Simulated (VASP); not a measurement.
An input for Ansatz (written as the equivalent of a VASP run, and not itself run):

Ansatz 0.2 input:
```yaml
crystal:
  lattice:
    - [2.9816240, 0.0000000, 0.0000000]
    - [0.0000000, 2.9816240, 0.0000000]
    - [0.0000000, 0.0000000, 2.9816240]
  atoms:
    - { symbol: Ru, position: [0.0000000, 0.0000000, 0.0000000] }
    - { symbol: Si, position: [0.5000000, 0.5000000, 0.5000000] }
kpoints:
  mp_grid: { grid: [11, 11, 11] }
hamiltonian:
  xc: r2scan
  pseudopotentials: { kind: paw }
scf:
  occupations: { method: methfessel_paxton, width: 0.1 }
  max_iter: 100
relax:
  max_steps: 60
  f_tol: 0.01
  cell: {}
output: { forces: true, stress: true, eigenvalues: true }
```

Q: Translate this input to VASP (INCAR, KPOINTS, POSCAR, choice of POTCAR).

A: One answer among several that fit: 
**POSCAR**
```
SiRu
1.0
  2.9816240000   0.0000000000   0.0000000000
  0.0000000000   2.9816240000   0.0000000000
  0.0000000000   0.0000000000   2.9816240000
Ru Si
1 1
direct
  0.0000000000   0.0000000000   0.0000000000
  0.5000000000   0.5000000000   0.5000000000
```

File KPOINTS:
```
K-points
0
gamma
11 11 11
```

INCAR:
```
# general
SYSTEM  = SiRu
PREC    = Accurate
ENCUT   = 400   # plane-wave cut-off (eV)
LREAL   = .FALSE.   # projection in real space or not
LASPH   = .TRUE.   # aspherical one-centre terms

# electronic loop
EDIFF   = 1E-6   # SCF stop (eV)
NELM    = 100   # most electronic steps
ALGO    = Normal   # blocked Davidson
LMAXMIX = 4   # l cut-off of mixed one-centre charges
LMIXTAU = .TRUE.

# smearing
ISMEAR  = 1   # Methfessel-Paxton
SIGMA   = 0.1   # width (eV)

# functional
METAGGA = R2SCAN

# ions
IBRION  = 2   # conjugate gradients
NSW     = 60   # most ionic steps
ISIF    = 3
EDIFFG  = -0.01

# output
LWAVE   = .FALSE.
LCHARG  = .FALSE.
```

POTCAR, in this order: Ru_pv Si (PBE.64 set). Program: vasp_std.

Limits of the translation: each code has its own PAW files, so the cut-off isn't converted (ENCUT is set for VASP's; basis.ecutwfc is left out, and Ansatz then takes the one that its files recommend); Ansatz stops its SCF on the density residual and VASP on the energy change (EDIFF).

The structure was generated: SiRu was put into the CsCl type (Pm-3m), which need not be its known phase. This run relaxes it. Symmetry was kept, so distortions that lower it aren't found.
